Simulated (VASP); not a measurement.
VASP runs on ScI$_{3}$ (a trial cell in the ReO3 structure, space group Pm-3m) share one base input (PBE GGA, plane waves, VASP's PBE PAW potentials (set 64)) and change the settings named in each case.

POSCAR:
```
ScI3
11.0191660
  0.5000000000   0.0000000000   0.0000000000
  0.0000000000   0.5000000000   0.0000000000
  0.0000000000   0.0000000000   0.5000000000
Sc I
1 3
Cartesian
  0.0000000000   0.0000000000   0.0000000000
  0.2500000000   0.0000000000   0.0000000000
  0.0000000000   0.0000000000   0.2500000000
  0.0000000000   0.2500000000   0.0000000000
```

### KPOINTS
```
Automatic mesh
0
Gamma
4 4 4
0 0 0
```

### INCAR
```
SYSTEM = ScI3
PREC = Accurate
ENCUT = 400
EDIFF = 1E-6
NELM = 100
ALGO = Normal
LREAL = .FALSE.
LASPH = .TRUE.
ISMEAR = 0
SIGMA = 0.05
GGA = PE
LMAXMIX = 4
LWAVE = .FALSE.
LCHARG = .FALSE.
ISIF = 2
```

POTCAR, in this order: Sc_sv I (PBE.64 set). Program: vasp_std.

```
change                             E(σ→0) (eV/atom)  irreducible k-points
---------------------------------  ----------------  --------------------
base run                                    -3.6867                    10
KPOINTS 2×2×2 Monkhorst-Pack mesh           -3.7184                     1
KPOINTS 3×3×3 Monkhorst-Pack mesh           -3.6748                     4
KPOINTS 5×5×5 Monkhorst-Pack mesh                 …                    10
KPOINTS 6×6×6 Monkhorst-Pack mesh                 …                    10
```

**Question.** Some entries are withheld; supply them.

**Answer.** 
- KPOINTS 5×5×5 Monkhorst-Pack mesh, E(σ→0) (eV/atom): -3.6882
- KPOINTS 6×6×6 Monkhorst-Pack mesh, E(σ→0) (eV/atom): -3.6885

Unless said otherwise, spin-orbit coupling is left out, though it shifts the bands of the heavy elements here.

Left out are runs that ran out of time, are held back, or changed the cell or the kind of run, fixed moments of cells without a moment, rows past the twelfth, gaps on odd meshes, pressures of charged cells and columns that move by less than the noise.

The structure was generated: ScI3 was put into the ReO3 type (Pm-3m), which need not be its known phase. The cell was not relaxed at this level.
